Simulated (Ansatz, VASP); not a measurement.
**AsP (puckered PAs monolayer) in two plane-wave programs**

Aim: how closely do two programs agree when they are given the same cell, functional and k mesh? The structure shown is the start of the Ansatz relaxation below; VASP solves that cell, so the two are compared at the walk's first step.

Program: Ansatz 0.2.0. Level of theory: plane waves, with VASP 6.6.1 beside it; single point at PBE with D3(BJ). Results are calculated unless marked as measured.

## Step 1: The structure

The cell holds 4 atoms: 2 P and 2 As. Cell: a = 4.690 Å, b = 3.500 Å, c = 35.760 Å, α = 90.0°, β = 90.0°, γ = 90.0°. Vacuum lies along c.

As a file:

```cif
data_structure
_symmetry_space_group_name_H-M 'P 1'
_symmetry_Int_Tables_number 1
_cell_length_a 4.6900
_cell_length_b 3.5000
_cell_length_c 35.7600
_cell_angle_alpha 90.000
_cell_angle_beta 90.000
_cell_angle_gamma 90.000
_cell_volume 587.00
loop_
_atom_site_label
_atom_site_type_symbol
_atom_site_fract_x
_atom_site_fract_y
_atom_site_fract_z
_atom_site_occupancy
P1 P 0.09000 0.00000 0.46700 1
P2 P 0.59000 0.50000 0.53300 1
As3 As 0.41000 0.50000 0.46980 1
As4 As 0.91000 0.00000 0.53020 1
```

## Step 2: Ansatz: relaxation, PBE with D3(BJ)

Ansatz runs on its default PAW (the set named soft_2) files.

The two programs are compared at the cell with which this relaxation starts, whose forces are those of its first step.

File input.yaml:

```yaml
crystal:
  lattice:
    - [4.69, 0.0, 0.0]
    - [0.0, 3.5, 0.0]
    - [0.0, 0.0, 35.7600000002]
  atoms:
    - { symbol: P, position: [0.09, 0.0, 0.4670022371] }
    - { symbol: As, position: [0.41, 0.5, 0.4697986577] }
    - { symbol: As, position: [0.91, 0.0, 0.5302013423] }
    - { symbol: P, position: [0.59, 0.5, 0.5329977629] }
  periodic: [true, true, false]
kpoints:
  mp_grid: { grid: [8, 10, 1] }
hamiltonian:
  xc: pbe
  dispersion: d3bj
scf:
  occupations: { method: fermi_dirac, width: 0.05 }
  convergence: { dr2_threshold: 1.0e-09 }
relax:
  f_tol: 0.004
  max_steps: 90
  cell: {}
output:
  write_potential: true
  write_density: true
  volumetric_format: npy
```

Started as:

```sh
> ansatz run input.yaml --threads 4 --pin off --max-ram 8192MiB --backend cpu --events-out ev --progress --plain --runs-dir out
```

Numbers of over 12 decimals in the logs are rounded to 6 here.

The log of the run:

```text
Warning: relax.cell: scf.convergence.dr2_threshold = 1e-9 eV is looser than the 2.61832196871e-10 eV advised for a relaxation that steers and ends on the stress (1e-10 eV for each atom of the cell: 4, times the square of relax.cell.stress_2d_tol = 0.05 N/m over 12.4 Å (the atoms' height at the walk's start and 5 Å past either face), 4.045e-2 GPa, over a crystal's default 0.05). What an SCF threshold leaves in a stress goes as its square root, and in the free energy as the threshold itself, and one threshold admits the most on a small cell: [figures from the program's tests cut] Set scf.convergence.dr2_threshold to 2.61832196871e-10 eV or tighter. [rest of the remark cut]
Engine: ansatz 0.2.0, aarch64-unknown-linux-gnu
Pseudopotentials: kind: paw
Pseudopotential: P, paw, valence charge 5, recommended cutoff 420 eV (normal), P.paw.azcp
Pseudopotential: As, paw, valence charge 15, recommended cutoff 420 eV (normal), As.paw.azcp
Functional definition: PBE
  parameter kappa = 0.804
  parameter beta = 0.066725
  exchange = pbe_x(kappa = kappa, mu = beta*pi^2/3)
  correlation = pbe_c(beta = beta)
Crystal: 4 atoms, lattice volume = 587.000 Å³
Basis set: ecut = 420 eV, 11447 PW (Γ), exchange–correlation on 64×48×480 points (8 copies of the dense FFT grid, shifted against one another)
Bands: 24, of which v1, the nominal top of the filled ones, is band 20 counted from 1 (19 counted from 0)
Symmetry: 4 space group operations
Space group: Pmn21 (ITA 31), of the structure as read, at distance tolerance 8.4e-5 Å
k-points: 30 of 80 (time reversal used)
Non-local potential: P, projectors of the file, l = 0: 2, l = 1: 2, l = 2: 2
Non-local potential: As, projectors of the file, l = 0: 2, l = 1: 2, l = 2: 3, l = 3: 1
PAW form: soft (Blöchl's): semilocal exchange-correlation on the pseudo side does not see the compensation charge
PAW one-centre angular grid: P, 110 points (default); XC on 64 Gauss nodes
PAW one-centre angular grid: As, 590 points (default); XC on 64 Gauss nodes
Initial density: superposition of atomic densities (neutral atoms: chi_scale 0, normalization atom), corrected by the library's trained network
Initial wavefunctions: pseudopotential atomic-orbital guess
Functional: x = pbe(κ = 0.804, μ = 0.219515), c = pbe(β = 0.066725)
SCF iter   1: F=—  HF=-11224.177964 eV  |F-HF|=—  |Δ(HF+E_count)|=         —  Δρ=1.15e-3  dr2=1.70e-2  ethr=1.77e-3  ⟨swp⟩=11.1  Hψ=4571  notcnv=0
preconditioner: auto → Resta (q_TF=auto, 1.744 Å⁻¹)  ε∞=1.6  [insulator: Δε(μ)=0.731 eV  Ē_g=8.549 eV  σ=0.050 eV  W_gap=1.00  n_scr=44 (ndim 8)  ℏωp=6.9 eV  f_vac=0.814  D(μ)=0.00/eV (n_scr^D=0)  ε∞_Penn≈1.6  vacuum switching on, ρ_ref=5.3e-3 e/Å³]
SCF iter   2: F=—  HF=-11224.176178 eV  |F-HF|=—  |Δ(HF+E_count)|=   1.79e-3  Δρ=4.68e-4  dr2=1.60e-3  ethr=4.25e-5  ⟨swp⟩=3.6  Hψ=1868  notcnv=0
SCF iter   3: F=—  HF=-11224.176204 eV  |F-HF|=—  |Δ(HF+E_count)|=   2.54e-5  Δρ=2.22e-4  dr2=1.84e-4  ethr=4.00e-6  ⟨swp⟩=3.0  Hψ=1283  notcnv=0
SCF iter   4: F=—  HF=-11224.176388 eV  |F-HF|=—  |Δ(HF+E_count)|=   1.85e-4  Δρ=7.69e-5  dr2=3.02e-5  ethr=4.59e-7  ⟨swp⟩=3.5  Hψ=1607  notcnv=0
SCF iter   5: F=—  HF=-11224.176417 eV  |F-HF|=—  |Δ(HF+E_count)|=   2.87e-5  Δρ=2.22e-5  dr2=2.80e-6  ethr=7.55e-8  ⟨swp⟩=3.2  Hψ=1598  notcnv=0
SCF iter   6: F=—  HF=-11224.176446 eV  |F-HF|=—  |Δ(HF+E_count)|=   2.94e-5  Δρ=4.68e-6  dr2=1.46e-7  ethr=7.01e-9  ⟨swp⟩=2.7  Hψ=1124  notcnv=0
SCF iter   7: F=—  HF=-11224.176446 eV  |F-HF|=—  |Δ(HF+E_count)|=   7.78e-8  Δρ=1.48e-6  dr2=1.09e-8  ethr=3.64e-10  ⟨swp⟩=3.2  Hψ=1261  notcnv=0
SCF iter   8: F=-11224.176447 eV  HF=-11224.176447 eV  |F-HF|=2.87e-9  |Δ(HF+E_count)|=   2.59e-8  Δρ=3.50e-7  dr2=5.88e-10  ethr=2.50e-12  ⟨swp⟩=9.6  Hψ=5977  notcnv=0
SCF 1 converged in 8 iterations: F = -11224.176447 eV  dr2 = 5.88e-10
  Residual-converged pass: ⟨swp⟩=1.1  Hψ=845  notcnv=0  max |occ|·‖R‖ = 6.9e-9 eV (tolerance 1.0e-8 eV)  dr2=5.88e-10  dr2_onsite=9.81e-11  max |Δocc| = 4.7e-14
  greatest PAW one-centre occupation: 0.999 electrons in one spin orbital (limit 2), on the As atom at site 1 (counted from 0), in its partial waves of l = 2
relax step   1: F+E_penalty+E_count = -11224.17644651 eV  Δ(F+E_penalty+E_count) = +0.000e0 eV  max|allowed force component| = 1.037e0 eV/Å  Δτ_max = 0.0000 Å  P = +0.952 N/m  Ω = 587.000 Å³  fix = [c, alpha, beta]  reactions: c +0.000 N/m  (8 SCF iters, accepted)
[...]
relax step  10: F+E_penalty+E_count = -11224.33424097 eV  Δ(F+E_penalty+E_count) = -6.609e-7 eV  max|allowed force component| = 4.136e-3 eV/Å  Δτ_max = 0.0021 Å  P = +0.006 N/m  Ω = 552.330 Å³  energy of the carried Pulay correction = +6.674e-4 eV  fix = [c, alpha, beta]  reactions: c +0.000 N/m  (6 SCF iters, accepted)
[...]
relax step  11: F+E_penalty+E_count = -11224.33424576 eV  Δ(F+E_penalty+E_count) = -4.789e-6 eV  max|allowed force component| = 1.409e-4 eV/Å  Δτ_max = 0.0008 Å  P = -0.001 N/m  Ω = 552.299 Å³  energy of the carried Pulay correction = +6.680e-4 eV  fix = [c, alpha, beta]  reactions: c -0.000 N/m  (5 SCF iters, accepted)
[...]
relax step  12: F+E_penalty+E_count = -11224.33380542 eV  Δ(F+E_penalty+E_count) = +4.403e-4 eV  max|allowed force component| = 1.910e-4 eV/Å  Δτ_max = 0.0000 Å  P = -0.004 N/m  Ω = 552.299 Å³  fix = [c, alpha, beta]  reactions: c -0.000 N/m  stress off target by 5.73e-3 N/m on what of the cell is left free  SCF on the basis re-selected at this cell (its energy is not comparable with the rows above)  (6 SCF iters)
basis re-selected at this cell: Δ(F+E_penalty+E_count) = +4.403e-4 eV, ΔP = -0.003 N/m vs the last step (what re-selecting the basis moved, of the pressure what is left beyond the Pulay correction that the steps carried, after the strain that the cell walked since its last selection, with what the two solves' SCF thresholds leave and, on support functions, any second-order correction that the steps lacked; it is no measure of the basis error at this ecutwfc). The dense FFT grid was sized anew with the basis: this SCF ran on 30×24×240 points, the steps before it on 32×24×240, so part of this shift can come from that change (see relax.cell in the input reference). [rest of the remark cut]
SCF converged after 6 iterations
Free energy (F): -11224.333805 eV
Harris-Foulkes:  -11224.333805 eV  (|F-HF|=1.69e-9)
Internal energy: -11224.333720 eV  (E = F + TS)
E sigma→0 (E₀):  -11224.333763 eV
Entropy (-TS):   -0.000085 eV (-0.021 meV/atom)
Fermi energy:    -4.135370 eV
--- Per-component energies (eV) ---
  E_band       = -1018.829210
  E_kinetic    = 343.347296
  E_local      = -73977.292042  (includes V_loc(G=0)·N_el)
  E_nonlocal   = -1272.811273
  E_hartree    = 36857.900720
  E_xc         = -279.948304
  E_vxc        = -277.885742  (∫ρ·V_xc dr)
  E_paw        = -4808.409508  (= ΣΔE_a)
  E_vpaw       = 450.011099  (= ΣTr[D̂ρ^β])
  E_aug_tail   = 0.000023  (compensation charges beyond the density's cutoff)
  E_ewald      = 31913.901562
  E_disp       = -1.022195  (pairwise vdW)
  E_smearing   = -0.000085  (= −TS)
  E_closure    = 0.000000  (closes the sum)
  Σ components = -11224.333805   (vs F -11224.333805, Δ=0.00e0)
--- Forces (eV/Å), atoms counted from 1 ---
  atom   1  P     -0.00001670    -0.00000000    -0.00019103
  atom   2  As     0.00001670     0.00000000    -0.00000556
  atom   3  As     0.00001670     0.00000000     0.00000556
  atom   4  P     -0.00001670    -0.00000000     0.00019103
  max |Σ_I F_I| component: 7.17e-9 eV/Å
--- 2D stress c σ (N/m, compression-positive) ---
       -0.005732      -0.000000       0.000000
       -0.000000      -0.002843       0.000000
        0.000000       0.000000      -0.000000
  P = ½ c Tr σ = -0.0043 N/m
--- Band table (eV; the first three rows and the last of 30) ---
  k-point 0: bands = [... 16 lower, -7.8491, -6.4137, -6.0996, -4.7209, -3.8521, -2.8360, -1.9582, -1.1452]
  k-point 1: bands = [... 16 lower, -8.2248, -6.5046, -6.3155, -4.7877, -3.7673, -2.0721, -1.7804, -1.3310]
  k-point 2: bands = [... 16 lower, -8.4622, -6.9097, -6.1763, -5.0452, -3.4970, -2.8043, -1.2520, -0.7121]
  k-point 29: bands = [... 16 lower, -9.0410, -9.0410, -6.1624, -6.1624, -2.0532, -2.0532, 0.1249, 0.1249]
  the weakly bound empty levels are not read free of the cell's end (no_gap_told)
--- Relaxed structure (11 steps of the walk, 11 accepted, 1 SCFs on fresh bases) ---
  F+E_penalty+E_count = -11224.33380542 eV   max|allowed force component| = 1.910e-4 eV/Å   (the final SCF, on the basis selected at the relaxed cell)
  cell:  # Å, volume = 552.2989 Å³
    - [4.386975, 0, 0]
    - [0, 3.520558, 0]
    - [0, 0, 35.7600000002]
  atoms:
    - { symbol: P, position: [0.069186, 0, 0.470707] }
    - { symbol: As, position: [0.430814, 0.500000, 0.465483] }
    - { symbol: As, position: [0.930814, 0, 0.534517] }
    - { symbol: P, position: [0.569186, 0.500000, 0.529293] }
```

## Step 3: VASP: single point, PBE with D3(BJ), start cell

The same cell, functional, mesh and smearing now go to VASP, with its own data sets.

Lines of VASP's logs that name or quote its potential files are left out, and so is its time.

File INCAR:

```
SYSTEM = AsP
PREC = Accurate
ENCUT = 400
EDIFF = 1E-06
NELM = 120
ISMEAR = -1
SIGMA = 0.05
LREAL = .FALSE.
ALGO = Normal
GGA = PE
IVDW = 12
NBANDS = 16
LORBIT = 11
LWAVE = .FALSE.
LCHARG = .FALSE.
ISIF = 2
LDIPOL = .TRUE.
IDIPOL = 3
DIPOL = 0.5 0.5 0.5
LVHAR = .TRUE.
LASPH = .TRUE.
GGA_COMPAT = .FALSE.
EFERMI = MIDGAP
NELMDL = -8
KPAR = 2
```

File POSCAR:

```
AsP
1.0
    4.6900000000      0.0000000000      0.0000000000
    0.0000000000      3.5000000000      0.0000000000
    0.0000000000      0.0000000000     35.7600000000
P As
2 2
Direct
    0.0900000000      0.0000000000      0.4670022371
    0.5900000000      0.5000000000      0.5329977629
    0.4100000000      0.5000000000      0.4697986577
    0.9100000000      0.0000000000      0.5302013423
```

File KPOINTS:

```
Automatic mesh
0
Gamma
8 10 1
0 0 0
```

The projector-augmented-wave data sets are P and As (PBE family, release 64).

Started as:

```sh
> mpirun -np 2 vasp_std
```

The log of the run:

```text
[banner, memory and clock lines left out]
running    2 mpi-ranks, on    1 nodes
 distrk:  each k-point on    1 cores,    2 groups
 distr:  one band on    1 cores,    1 groups

 POSCAR found type information on POSCAR P As
 POSCAR found :  2 types and       4 ions
 LDA part: xc-table for (Slater+PW92), standard interpolation
 POSCAR, INCAR and KPOINTS ok, starting setup
 FFT: planning ... GRIDC
 FFT: planning ... GRID_SOFT
 FFT: planning ... GRID
 WAVECAR not read
 entering main loop
       N       E                     dE             d eps       ncg     rms          rms(c)
DAV:   1     0.137852107460E+03    0.13785E+03   -0.48072E+03   976   0.649E+02
DAV:   2    -0.984524588609E+00   -0.13884E+03   -0.13068E+03  1592   0.131E+02
DAV:   3    -0.194463439103E+02   -0.18462E+02   -0.18387E+02  1344   0.614E+01
DAV:   4    -0.198613796466E+02   -0.41504E+00   -0.41372E+00  1320   0.119E+01
DAV:   5    -0.198730448034E+02   -0.11665E-01   -0.11660E-01  1352   0.190E+00
DAV:   6    -0.198734430729E+02   -0.39827E-03   -0.39823E-03  1456   0.332E-01
DAV:   7    -0.198734490228E+02   -0.59499E-05   -0.59497E-05  1384   0.360E-02
DAV:   8    -0.198734492696E+02   -0.24682E-06   -0.24634E-06  1344   0.595E-03    0.730E+00
DAV:   9    -0.197191990458E+02    0.15425E+00   -0.21614E-01  1208   0.217E+00    0.439E+00
DAV:  10    -0.196709828856E+02    0.48216E-01   -0.14422E-01  1280   0.191E+00    0.442E-01
DAV:  11    -0.196687595377E+02    0.22233E-02   -0.96339E-03  1320   0.537E-01    0.256E-01
DAV:  12    -0.196682825807E+02    0.47696E-03   -0.19490E-03  1312   0.250E-01    0.949E-02
DAV:  13    -0.196682435789E+02    0.39002E-04   -0.12219E-04  1400   0.607E-02    0.373E-02
DAV:  14    -0.196680319359E+02    0.21164E-03   -0.27884E-04  1288   0.729E-02    0.200E-02
DAV:  15    -0.196681493658E+02   -0.11743E-03   -0.44088E-05  1232   0.269E-02    0.134E-02
DAV:  16    -0.196684549855E+02   -0.30562E-03   -0.78302E-05  1168   0.327E-02    0.689E-03
DAV:  17    -0.196685593102E+02   -0.10432E-03   -0.58196E-06  1232   0.106E-02    0.593E-03
DAV:  18    -0.196686443135E+02   -0.85003E-04   -0.31008E-06  1080   0.660E-03    0.149E-03
DAV:  19    -0.196686829694E+02   -0.38656E-04   -0.49191E-07  1048   0.270E-03    0.957E-04
DAV:  20    -0.196687193993E+02   -0.36430E-04   -0.20918E-06  1040   0.374E-03    0.118E-03
DAV:  21    -0.196687369498E+02   -0.17551E-04   -0.55595E-07   976   0.210E-03    0.302E-04
DAV:  22    -0.196687423057E+02   -0.53559E-05   -0.17225E-07   976   0.111E-03    0.378E-04
DAV:  23    -0.196687446188E+02   -0.23131E-05   -0.40220E-08   928   0.603E-04    0.599E-05
DAV:  24    -0.196687455913E+02   -0.97243E-06   -0.17840E-08   904   0.374E-04
   1 F= -.20624886E+02 E0= -.20624875E+02  d E =-.233371E-04
```

(Part 1 of 2 ends here.)

[Lines on the potential files, build, host, timing and source positions are cut from VASP's logs without a mark.]

[Logs are printed without paths, hosts, clocks, repeated set-up lines and the standing remarks that a program may print on its own settings, such as how far it seeks lower states.]

[Hosts, paths, dates, database ids (printed as entryN), source tags and the programs' standing remarks are cut or masked in the printed files.]
